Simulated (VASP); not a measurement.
# A VASP study of ZnS (PBE + D3(BJ)): structure first, properties next, part 2 of 3

Aim: relax ZnS with PBE + D3(BJ), compute its properties on that cell and hold them against experiment. The start is a cell from a database of measured crystal structures.

VASP 6.6.1; PBE with D3(BJ); plane waves and PAW (Zn, S).

So far, gap on the k-mesh (eV): step 2 (full relaxation (PBE + D3(BJ))) 2.18. The relaxed cell has a = 5.375 Å (conventional setting).

The database entry behind the starting cell differs from later determinations by our own check (about 0.1 % short), so it need not match the best structure at ambient conditions.

### 4. Density, ELF and potential (PBE + D3(BJ))

The relaxed cell gets a fresh self-consistent run, on a basis set for its own volume, to fix the density and to check the remaining stress.

Input file INCAR:

```
SYSTEM = ZnS
PREC = Accurate
ENCUT = 400
EDIFF = 1E-06
NELM = 100
ISMEAR = 0
SIGMA = 0.05
LREAL = .FALSE.
ALGO = Normal
GGA = PE
IVDW = 12
NBANDS = 15
LORBIT = 11
LWAVE = .FALSE.
LCHARG = .TRUE.
ISIF = 2
LELF = .TRUE.
LVHAR = .TRUE.
```

Input file POSCAR:

```
ZnS
1.0
    0.0000000000      2.6874314107      2.6874314107
    2.6874314107      0.0000000000      2.6874314107
    2.6874314107      2.6874314107      0.0000000000
Zn S
1 1
Direct
    0.2500000000      0.2500000000      0.2500000000
    0.0000000000      0.0000000000      0.0000000000
```

Input file KPOINTS:

```
Automatic mesh
0
Gamma
7 7 7
0 0 0
```

PAW data sets: Zn and S (PBE family, release 64).

Command:

```console
mpirun -np 2 vasp_std
```

Output:

```text
[banner, memory and clock lines left out]
running    2 mpi-ranks, on    1 nodes
 distrk:  each k-point on    2 cores,    1 groups
 distr:  one band on    1 cores,    2 groups

 POSCAR found type information on POSCAR ZnS
 POSCAR found :  2 types and       2 ions
 LDA part: xc-table for (Slater+PW92), standard interpolation
|                                                                             |
|           W    W    AA    RRRRR   N    N  II  N    N   GGGG   !!!           |
|           W    W   A  A   R    R  NN   N  II  NN   N  G    G  !!!           |
|           W    W  A    A  R    R  N N  N  II  N N  N  G       !!!           |
|           W WW W  AAAAAA  RRRRR   N  N N  II  N  N N  G  GGG   !            |
|           WW  WW  A    A  R   R   N   NN  II  N   NN  G    G                |
|           W    W  A    A  R    R  N    N  II  N    N   GGGG   !!!           |
|                                                                             |
|     The number of bands has been changed from the values supplied in        |
|     The orbitals not found in the WAVECAR file will be initialized with     |
|     random numbers, which is usually adequate. For correlated               |
|     calculations, however, you should redo the groundstate calculation.     |
|     I found NBANDS = 15. Now, NBANDS = 16.                                  |
|                                                                             |

 POSCAR, INCAR and KPOINTS ok, starting setup
 FFT: planning ... GRIDC
 FFT: planning ... GRID_SOFT
 FFT: planning ... GRID
 WAVECAR not read
 entering main loop
       N       E                     dE             d eps       ncg     rms          rms(c)
DAV:   1     0.766542092433E+02    0.76654E+02   -0.74281E+03   648   0.113E+03
DAV:   2    -0.243400614964E+01   -0.79088E+02   -0.74222E+02   728   0.236E+02
DAV:   3    -0.722034838160E+01   -0.47863E+01   -0.47697E+01   784   0.578E+01
DAV:   4    -0.726338159917E+01   -0.43033E-01   -0.43021E-01   776   0.573E+00
DAV:   5    -0.726382954401E+01   -0.44794E-03   -0.44794E-03   816   0.544E-01    0.708E+00
DAV:   6    -0.685512387127E+01    0.40871E+00   -0.72962E-01   952   0.301E+01    0.551E+00
DAV:   7    -0.683431887140E+01    0.20805E-01   -0.25951E-01   776   0.456E+00    0.280E+00
DAV:   8    -0.683367767946E+01    0.64119E-03   -0.51810E-03   832   0.899E-01    0.743E-01
DAV:   9    -0.683390388410E+01   -0.22620E-03   -0.12688E-03   784   0.279E-01    0.952E-02
DAV:  10    -0.683407071281E+01   -0.16683E-03   -0.22690E-04   808   0.118E-01    0.407E-02
DAV:  11    -0.683406285377E+01    0.78590E-05   -0.30019E-05   712   0.552E-02    0.787E-03
DAV:  12    -0.683406321525E+01   -0.36148E-06   -0.31139E-06   824   0.167E-02
   1 F= -.74615550E+01 E0= -.74615550E+01  d E =-.634916E-14
```

Run time: 8 s. Hardware: 2 MPI ranks of AMD EPYC 7R43, shared host; peak memory 0.21 GiB; 14 s of CPU time.

Parts of OUTCAR (step 4):

```text
The static configuration has the point symmetry T_d .

 Found     20 irreducible k-points:

   k-points           NKPTS =     20   k-points in BZ     NKDIM =     20   number of bands    NBANDS=     16

   NELECT =      18.0000    total number of electrons

 E-fermi :   2.5089

 k-point     1 :       0.0000    0.0000    0.0000
  band No.  band energies     occupation
    ...
      5      -3.6251      2.00000
      6      -3.6251      2.00000
      7       2.2620      2.00000
      8       2.2620      2.00000
      9       2.2620      2.00000
     10       4.4447      0.00000
     11       8.6441      0.00000
     12       8.6441      0.00000
     13       8.6441      0.00000
     14      14.0423      0.00000
    ...

 k-point     2 :       0.1429    0.0000    0.0000
  band No.  band energies     occupation
    ...
      5      -3.6270      2.00000
      6      -3.6270      2.00000
      7       0.8920      2.00000
      8       2.0687      2.00000
      9       2.0687      2.00000
     10       5.3961      0.00000
     11       8.5856      0.00000
     12       8.9677      0.00000
     13       8.9677      0.00000
     14      13.3479      0.00000
    ...

 Edisp (eV)   -0.62749

  Total       0.00038     0.00038     0.00038     0.00000    -0.00000     0.00000
  in kB       0.01550     0.01550     0.01550     0.00000    -0.00000     0.00000
  external pressure =        0.02 kB  Pullay stress =        0.00 kB

 POSITION                                       TOTAL-FORCE (eV/Angst)
 -----------------------------------------------------------------------------------
      1.34372      1.34372      1.34372        -0.000000      0.000000     -0.000000
      0.00000      0.00000      0.00000         0.000000     -0.000000      0.000000
 -----------------------------------------------------------------------------------
    total drift:                               -0.000001     -0.000001     -0.000001

  FREE ENERGIE OF THE ION-ELECTRON SYSTEM (eV)
  ---------------------------------------------------
  free  energy   TOTEN  =        -7.4615550346 eV

  energy  without entropy=       -7.4615550346  energy(sigma->0) =       -7.46155503

[... 8 parts as in an earlier step ...]

[... 5 further parts left out ...]
```

Numbers from this step:

```
SCF cycles   : 12
bands        : 16
Fermi energy : 2.509 eV
pressure     : 0.00155 GPa
```

Valence electrons inside each PAW sphere by angular momentum. Sphere charges, by row:

```tsv
atom	s (e)	p (e)	d (e)	tot (e)
Zn1	0.524	0.49	9.801	10.81
S2	1.314	2.444	0	3.759
```

ELF in the ac plane of a cell with a along [110], b along [-110] and c along [001] of the cube at fractional y = 0.000, with atoms of Zn and S within 0.2 Å of it. It is the smooth field of the valence electrons, not physical close to the nuclei.

Ten even steps from '_' (0.01) to '@' (0.86), each cell a mean:
```
**@@@@**::..::**@@@@**##@@%%==::::==%%@@##
@@@@%%--......--%%@@@@@@@@++::....::**@@@@
%%%%==::______::==%%%%%%**--..____..--**%%
++--::..______..::==++==--::________::--==
......::..__..::..........::..____..::....
____....::..::....________..::....::..____
______..........____________........______
__________________________________________
__________________________________________
::..______________..::::..____________..::
##++--..______..--**##**==::________::==**
@@%%##--______--##%%@@@@%%++..____::++%%@@
%%@@%%**::__::**%%@@%%%%@@##==____==##@@%%
==%%@@##--..--##@@%%==**@@%%++....++@@@@++
```
Columns run along a (7.6 Å), rows up along c (5.4 Å), edges of the conventional cell, whose origin can differ from the input's. Atoms in or near the plane, at fractional coordinates: Zn at (0.75, 0.75), Zn at (0.25, 0.75), S at (0.50, 0.00), S at (0.00, 0.00).

Valence density in the ac plane of a cell with a along [110], b along [-110] and c along [001] of the cube at fractional y = 0.000, with atoms of Zn and S within 0.2 Å of it. It is the smooth field of the valence electrons, not physical close to the nuclei.

Ten steps, logarithmic in the rise over the least value, from '0' (0 e/Å³) to '9' (17 e/Å³), each cell a mean:
```
343211123433432112343
443245423444323553234
222489742222226886222
111589851111137997211
001368631000025775100
000123210000012332100
000011100000000110000
000000000000000000000
000000000000000000000
000000000000000000000
110000000111100000011
321000001333210000123
443100013444321001234
143210123413421001343
```
Columns run along a (7.6 Å), rows up along c (5.4 Å), edges of the conventional cell, whose origin can differ from the input's. Atoms in or near the plane, at fractional coordinates: Zn at (0.75, 0.75), Zn at (0.25, 0.75), S at (0.50, 0.00), S at (0.00, 0.00).

Electrostatic potential energy in the ac plane of a cell with a along [110], b along [-110] and c along [001] of the cube at fractional y = 0.000, with atoms of Zn and S within 0.2 Å of it. With pseudopotentials it is smooth inside the atoms' cores, unlike the true potential.

Ten even steps from '0' (-74 eV) to '9' (5 eV), each cell a mean:
```
027999997100489999840
468888888645888888885
999888889999988888899
999888889999988888899
999888889999988888899
999988899999998888999
999999999999999999999
999999999999999999999
999999999999999999999
999999999999999999999
999999999999999999999
789999999878999999998
148999998412699999962
017999996000389999830
```
Columns run along a (7.6 Å; values clipped at the 3rd and 97th percentile), rows up along c (5.4 Å), edges of the conventional cell, whose origin can differ from the input's. Atoms in or near the plane, at fractional coordinates: Zn at (0.75, 0.75), Zn at (0.25, 0.75), S at (0.50, 0.00), S at (0.00, 0.00).

In this run the pressure is 0.00 GPa, small enough to go on.

### 5. Band structure (PBE + D3(BJ))

Levels along the symmetry lines show where the bands peak and cross; KPOINTS_OPT computes them in the converged potential.

Input file INCAR:

```
SYSTEM = ZnS
PREC = Accurate
ENCUT = 400
EDIFF = 1E-06
NELM = 100
ISMEAR = 0
SIGMA = 0.05
LREAL = .FALSE.
ALGO = Normal
GGA = PE
IVDW = 12
NBANDS = 21
LORBIT = 11
LWAVE = .FALSE.
LCHARG = .FALSE.
KPAR = 2
```

POSCAR is that of step 4.

KPOINTS is that of step 4.

Input file KPOINTS_OPT:

```
Line mode
16
Line-mode
Reciprocal
  0.00000000   0.00000000   0.00000000 GAMMA
  0.50000000   0.00000000   0.50000000 X

  0.50000000   0.00000000   0.50000000 X
  0.50000000   0.25000000   0.75000000 W

  0.50000000   0.25000000   0.75000000 W
  0.37500000   0.37500000   0.75000000 K

  0.37500000   0.37500000   0.75000000 K
  0.00000000   0.00000000   0.00000000 GAMMA

  0.00000000   0.00000000   0.00000000 GAMMA
  0.50000000   0.50000000   0.50000000 L

  0.50000000   0.50000000   0.50000000 L
  0.62500000   0.25000000   0.62500000 U

  0.62500000   0.25000000   0.62500000 U
  0.50000000   0.25000000   0.75000000 W

  0.50000000   0.25000000   0.75000000 W
  0.50000000   0.50000000   0.50000000 L

  0.50000000   0.50000000   0.50000000 L
  0.37500000   0.37500000   0.75000000 K

  0.62500000   0.25000000   0.62500000 U
  0.50000000   0.00000000   0.50000000 X
```

Command:

```console
mpirun -np 2 vasp_std
```

Output:

```text
[... set-up lines as in an earlier step ...]
 entering main loop
       N       E                     dE             d eps       ncg     rms          rms(c)
DAV:   1     0.904105894044E+02    0.90411E+02   -0.66001E+03   840   0.843E+02
DAV:   2     0.224020078444E+00   -0.90187E+02   -0.81956E+02   880   0.214E+02
DAV:   3    -0.717793393967E+01   -0.74020E+01   -0.73126E+01  1014   0.572E+01
DAV:   4    -0.726339713472E+01   -0.85463E-01   -0.85408E-01   955   0.615E+00
DAV:   5    -0.726383337635E+01   -0.43624E-03   -0.43623E-03   998   0.450E-01    0.708E+00
DAV:   6    -0.685969723311E+01    0.40414E+00   -0.46798E-01  1129   0.230E+01    0.551E+00
DAV:   7    -0.683461141219E+01    0.25086E-01   -0.16828E-01   970   0.334E+00    0.281E+00
DAV:   8    -0.683375504993E+01    0.85636E-03   -0.51497E-03  1118   0.107E+00    0.677E-01
DAV:   9    -0.683390356048E+01   -0.14851E-03   -0.14827E-03   960   0.261E-01    0.783E-02
DAV:  10    -0.683406243513E+01   -0.15887E-03   -0.22914E-04   945   0.852E-02    0.578E-02
DAV:  11    -0.683406310327E+01   -0.66813E-06   -0.24409E-05   960   0.311E-02    0.151E-02
DAV:  12    -0.683406320233E+01   -0.99064E-07   -0.29580E-06   973   0.865E-03
   1 F= -.74615550E+01 E0= -.74615550E+01  d E =-.515189E-22
 Start KPOINTS_OPT (optional k-point list driver)
k-point batch [1-20\160]
       N       E                     dE             ncg
DAV:   1     0.833634421294E+03   -0.64697E+04      856
DAV:   2    -0.995462919769E+03   -0.18291E+04      886
DAV:   3    -0.113432667586E+04   -0.13886E+03      986
DAV:   4    -0.113575997548E+04   -0.14333E+01      981
DAV:   5    -0.113576700006E+04   -0.70246E-02      980
DAV:   6    -0.113576705835E+04   -0.58287E-04      999
DAV:   7    -0.113576705888E+04   -0.53409E-06      849
[...]
k-point batch [141-160\160]
       N       E                     dE             ncg
DAV:   1     0.731293045204E+03   -0.11612E+05      845
DAV:   2    -0.110207687782E+04   -0.18334E+04      866
DAV:   3    -0.123996970989E+04   -0.13789E+03     1065
DAV:   4    -0.124148303523E+04   -0.15133E+01      953
DAV:   5    -0.124148980798E+04   -0.67727E-02     1014
DAV:   6    -0.124148986085E+04   -0.52869E-04      981
DAV:   7    -0.124148986134E+04   -0.48897E-06      937
```

Run time: 44 s. Hardware: 2 MPI ranks; peak memory 0.26 GiB; 80 s of CPU time.

Parts of OUTCAR (step 5):

```text
   k-points           NKPTS =     20   k-points in BZ     NKDIM =     20   number of bands    NBANDS=     21

   NELECT =      18.0000    total number of electrons

 E-fermi :   2.5897

 k-point     1 :       0.0000    0.0000    0.0000
  band No.  band energies     occupation
    ...
      5      -3.6251      2.00000
      6      -3.6251      2.00000
      7       2.2618      2.00000
      8       2.2618      2.00000
      9       2.2618      2.00000
     10       4.4447      0.00000
     11       8.6441      0.00000
     12       8.6441      0.00000
     13       8.6441      0.00000
     14      14.0422      0.00000
    ...

 Edisp (eV)   -0.62749

  Total       0.00156     0.00156     0.00156     0.00000     0.00000     0.00000
  in kB       0.06445     0.06445     0.06445     0.00000     0.00000     0.00000
  external pressure =        0.06 kB  Pullay stress =        0.00 kB

  FREE ENERGIE OF THE ION-ELECTRON SYSTEM (eV)
  ---------------------------------------------------
  free  energy   TOTEN  =        -7.4615550217 eV

  energy  without entropy=       -7.4615550217  energy(sigma->0) =       -7.46155502

[... 9 parts as in an earlier step ...]

[... 8 further parts left out ...]
```

This step gave:

- bands: 21
- Fermi energy: 2.590 eV
- pressure: 0.006445 GPa
- least gap on mesh and path: 2.183 eV
- least direct gap on mesh and path: 2.183 eV

The electronic bands at the labelled points (eV, zero at the valence-band top; v1 is the highest filled band, c1 the lowest empty one):

```tsv
point	v4	v3	v2	v1	c1	c2	c3	c4
Γ	-5.89	0.00	0.00	0.00	2.18	6.38	6.38	6.38
0.47 of the way	-5.85	-2.39	-1.15	-1.15	4.49	4.67	8.34	8.34
X	-5.66	-4.62	-2.28	-2.28	3.37	4.07	11.09	12.08
0.47 of the way	-5.58	-4.64	-2.54	-2.51	4.15	4.78	9.88	10.17
W	-5.47	-4.67	-2.83	-2.78	5.70	6.11	7.91	8.23
0.47 of the way	-5.50	-4.68	-3.07	-2.28	4.89	6.04	8.45	8.99
K	-5.53	-4.70	-3.19	-1.85	4.11	6.00	9.44	9.83
0.47 of the way	-5.85	-3.33	-1.92	-0.58	4.66	6.59	6.98	7.42
Γ	-5.89	0.00	0.00	0.00	2.18	6.38	6.38	6.38
0.47 of the way	-5.89	-2.64	-0.44	-0.44	3.51	6.82	6.99	6.99
L	-5.68	-5.40	-0.89	-0.89	3.34	6.91	6.91	8.94
0.53 of the way	-5.62	-5.03	-2.32	-1.32	4.49	6.27	8.06	8.71
U	-5.53	-4.70	-3.19	-1.85	4.11	6.00	9.44	9.83
0.47 of the way	-5.51	-4.68	-3.10	-2.20	4.73	6.03	8.61	9.14
W	-5.47	-4.67	-2.83	-2.78	5.70	6.11	7.91	8.23
0.47 of the way	-5.60	-4.93	-2.51	-1.58	5.03	5.92	7.86	9.21
L	-5.68	-5.40	-0.89	-0.89	3.34	6.91	6.91	8.94
0.47 of the way	-5.63	-5.10	-2.08	-1.23	4.40	6.24	7.81	8.80
K	-5.53	-4.70	-3.19	-1.85	4.11	6.00	9.44	9.83
jump to U	-5.53	-4.70	-3.19	-1.85	4.11	6.00	9.44	9.83
0.47 of the way	-5.60	-4.64	-2.71	-2.15	3.72	4.68	10.33	11.05
X	-5.66	-4.62	-2.28	-2.28	3.37	4.07	11.09	12.08
```

Of the projections kept (Zn, S), the largest for each band there; the rest of the weight can lie on other orbitals:

```tsv
point	v4	v3	v2	v1	c1	c2	c3	c4
Γ	Zn 1.00	S 0.74	S 0.74	S 0.74	Zn 0.51	Zn 0.98	Zn 0.98	Zn 0.98
X	Zn 0.97	Zn 0.72	S 0.71	S 0.71	Zn 0.79	Zn 0.80	S 0.78	Zn 0.60
W	Zn 0.97	Zn 0.59	S 0.70	S 0.57	S 0.59	Zn 0.53	Zn 0.77	Zn 0.78
K	Zn 0.97	Zn 0.59	S 0.60	S 0.70	Zn 0.78	Zn 0.50	S 0.61	Zn 0.64
Γ	Zn 1.00	S 0.74	S 0.74	S 0.74	Zn 0.51	Zn 0.98	Zn 0.98	Zn 0.98
L	Zn 0.97	S 0.52	S 0.72	S 0.72	Zn 0.70	Zn 0.91	Zn 0.91	S 0.77
```

The path finds the gap of the mesh within 0.02 eV, so the mesh comes close to both band edges.

### 6. Total and projected DOS (PBE + D3(BJ))

Here the states are counted by energy and projected on the atoms. The mesh is finer than in the run before.

INCAR: that of step 5 with these lines changed.

```diff
@@ -5,3 +5,3 @@
 NELM = 100
-ISMEAR = 0
+ISMEAR = -5
 SIGMA = 0.05
@@ -16 +16,2 @@
 KPAR = 2
+NEDOS = 2001
```

POSCAR is that of step 5.

Input file KPOINTS:

```
Automatic mesh
0
Gamma
11 11 11
0 0 0
```

Command:

```console
mpirun -np 2 vasp_std
```

Output:

```text
[... set-up lines as in an earlier step ...]
 entering main loop
       N       E                     dE             d eps       ncg     rms          rms(c)
DAV:   1     0.933681882358E+02    0.93368E+02   -0.66816E+03  2365   0.846E+02
DAV:   2     0.213033852377E+00   -0.93155E+02   -0.85038E+02  2479   0.215E+02
DAV:   3    -0.717669602482E+01   -0.73897E+01   -0.73069E+01  2837   0.564E+01
DAV:   4    -0.726380242227E+01   -0.87106E-01   -0.87051E-01  2667   0.620E+00
DAV:   5    -0.726424202053E+01   -0.43960E-03   -0.43959E-03  2773   0.450E-01    0.708E+00
DAV:   6    -0.686047936351E+01    0.40376E+00   -0.46784E-01  3209   0.230E+01    0.551E+00
DAV:   7    -0.683549964563E+01    0.24980E-01   -0.16856E-01  2715   0.335E+00    0.281E+00
DAV:   8    -0.683462958649E+01    0.87006E-03   -0.50759E-03  3177   0.106E+00    0.678E-01
DAV:   9    -0.683477531374E+01   -0.14573E-03   -0.14666E-03  2652   0.259E-01    0.778E-02
DAV:  10    -0.683493300364E+01   -0.15769E-03   -0.22677E-04  2672   0.848E-02    0.570E-02
DAV:  11    -0.683493324135E+01   -0.23771E-06   -0.23994E-05  2687   0.311E-02    0.151E-02
DAV:  12    -0.683493334110E+01   -0.99750E-07   -0.30143E-06  2758   0.872E-03
   1 F= -.74624252E+01 E0= -.74624252E+01  d E =0.000000E+00
```

Elapsed: 28 s, on 2 MPI ranks; peak memory 0.27 GiB.

Parts of OUTCAR (step 6):

```text
   k-points           NKPTS =     56   k-points in BZ     NKDIM =     56   number of bands    NBANDS=     21

   NELECT =      18.0000    total number of electrons

 E-fermi :   2.2673

 k-point     1 :       0.0000    0.0000    0.0000
  band No.  band energies     occupation
    ...
      5      -3.6251      2.00000
      6      -3.6251      2.00000
      7       2.2609      2.00000
      8       2.2609      2.00000
      9       2.2609      2.00000
     10       4.4442      0.00000
     11       8.6438      0.00000
     12       8.6438      0.00000
     13       8.6438      0.00000
     14      14.0417      0.00000
    ...

 Edisp (eV)   -0.62749

  Total      -0.00021    -0.00021    -0.00021     0.00000     0.00000     0.00000
  in kB      -0.00861    -0.00861    -0.00861     0.00000     0.00000     0.00000
  external pressure =       -0.01 kB  Pullay stress =        0.00 kB

  FREE ENERGIE OF THE ION-ELECTRON SYSTEM (eV)
  ---------------------------------------------------
  free  energy   TOTEN  =        -7.4624251605 eV

  energy  without entropy=       -7.4624251605  energy(sigma->0) =       -7.46242516

[... 7 parts as in an earlier step ...]

[... 10 further parts left out ...]
```

Numbers from this step:

```
irreducible k-points : 56
Fermi energy         : 2.267 eV
pressure             : -8.61e-4 GPa
```

The density of states has structure finer than the step of the table below, so its rows give means over 1 eV, whole bins alone (the curve runs from -12.0 to 10.1 eV). Peaks (eV: height): total -6.3: 23.5, -5.9: 29.4; S p -6.3: 1.25, -4.6: 0.797, -1.0: 0.828, 6.1: 0.346; Zn d -6.3: 20.0, -5.9: 28.3; Zn s -6.4: 0.171, -4.6: 0.738, 4.5: 0.371, 6.1: 0.199; Zn p -2.0: 0.179, 4.4: 0.144, 6.2: 0.268, 7.3: 0.410.

States under -12.0 eV and over 10.1 eV are left out. The density of states by energy, zero at the valence-band top; means over each step; values in states/eV/cell:

```tsv
energy (eV)	total	S p	Zn d	Zn s	Zn p	S s
-8	0	0	0	0	0	0
-7	0.0323	0.00249	0.0242	0.00108	3.2e-5	8.8e-6
-6	9.91	0.296	8.88	0.0753	0.0246	0.0191
-5	0.906	0.204	0.187	0.169	0.0213	0.0130
-4	0.720	0.163	0.163	0.116	0.0199	0.0251
-3	0.959	0.306	0.125	0.0461	0.0794	0.0176
-2	1.77	0.691	0.177	0.0329	0.165	0.0124
-1	1.50	0.675	0.170	0.0113	0.119	0.00491
0	0.202	0.100	0.0277	5.8e-4	0.0103	3.3e-4
1	0	0	0	0	0	0
2	9.9e-4	8.3e-5	0	2.6e-4	0	2.4e-4
3	0.0631	0.00705	6.7e-4	0.0142	0.00197	0.0112
4	1.09	0.100	0.0350	0.194	0.0755	0.0862
5	1.30	0.164	0.0523	0.229	0.0830	0.0486
6	1.33	0.191	0.0494	0.115	0.142	0.0165
7	1.25	0.0970	0.0405	0.0166	0.256	0.00924
8	1.34	0.153	0.0523	0.0242	0.225	0.0213
9	1.08	0.164	0.0539	0.0167	0.140	0.0115
```

The gap on this mesh is 2.18 eV. In the top eV of the valence band the largest shares in the PAW spheres are S p 47 %, Zn d 12 % and Zn p 7 %; in the lowest eV of the conduction band, Zn s 24 %, S s 21 % and S p 11 %. The rest lies in smaller channels or between the spheres.

(Part 2 of 3 ends here.)

[Lines on the potential files, build, host, timing and source positions are cut from VASP's logs without a mark.]

[Logs are printed without paths, hosts, clocks, repeated set-up lines and the standing remarks that a program may print on its own settings, such as how far it seeks lower states.]

[Hosts, paths, dates, database ids (printed as entryN), source tags and the programs' standing remarks are cut or masked in the printed files.]

[A measured line is paired with the nearest computed mode of its activity, which favours agreement.]
